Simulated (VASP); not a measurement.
Calculation: r2SCAN meta-GGA, VASP's PBE PAW potentials (set 64) (plane waves; VASP).

Input for VASP

INCAR:
```
LMIXTAU  =  T
LWAVE  =  F
ISIF  =  3   # ions, shape and volume
LREAL  =  F
LCHARG  =  F
EDIFFG  =  -0.01   # ionic stop
EDIFF  =  1E-6   # SCF stop (eV)
ALGO  =  Normal   # blocked Davidson
PREC  =  Accurate
NSW  =  60   # most ionic steps
ISMEAR  =  1   # Methfessel-Paxton
METAGGA  =  R2SCAN
LASPH  =  T
SIGMA  =  0.1   # width (eV)
SYSTEM  =  ZrAs
ENCUT  =  400
NELM  =  100
LMAXMIX  =  4   # l cut-off of mixed one-centre charges
IBRION  =  2   # conjugate gradients
```

POSCAR:
```
ZrAs
1
    0.0000000000     3.3948200000     3.3948200000
    3.3948200000     0.0000000000     3.3948200000
    3.3948200000     3.3948200000     0.0000000000
Zr As
1 1
Direct
  0.0000000000   0.0000000000   0.0000000000
  0.2500000000   0.2500000000   0.2500000000
```

### KPOINTS
```
kpoints
0
G
  9 9 9
0 0 0
```

POTCAR, in this order: Zr_sv As (PBE.64 set). Program: vasp_std.

Energy and stress use the plane-wave basis of the starting cell.

Estimate the energy per atom (σ→0), volume per atom, band gap (on the k-mesh).

```
Property                                                     Value
------------------------  ----------------------------------------
energy per atom (σ→0)                              -19.374 eV/atom
band gap (on the k-mesh)  none (metal, semimetal or under 0.01 eV)
volume per atom                                     27.53 Å^3/atom
```

**OSZICAR**
```
...
DAV:   2    -0.387487836182E+02    0.50520E-03   -0.17731E-03   876   0.483E-01    0.636E-02
DAV:   3    -0.387487288793E+02    0.54739E-04   -0.49082E-04  1244   0.189E-01    0.306E-02
DAV:   4    -0.387487224968E+02    0.63825E-05   -0.66719E-05  1128   0.752E-02    0.106E-02
DAV:   5    -0.387487411255E+02   -0.18629E-04   -0.40012E-05  1240   0.603E-02    0.978E-03
DAV:   6    -0.387487381980E+02    0.29275E-05   -0.19070E-05   868   0.472E-02    0.468E-03
DAV:   7    -0.387487491063E+02   -0.10908E-04   -0.10253E-05   864   0.310E-02    0.148E-03
DAV:   8    -0.387487488262E+02    0.28009E-06   -0.44172E-07   500   0.684E-03
   6 F= -.38748749E+02 E0= -.38748840E+02  d E =-.611693E-04
```

The structure was generated: ZrAs was put into the zinc blende type (F-43m), which need not be its known phase. This run relaxes it. Symmetry was kept, so distortions that lower it aren't found. The electron count is odd and the run is not spin-polarised, which forces a metal.
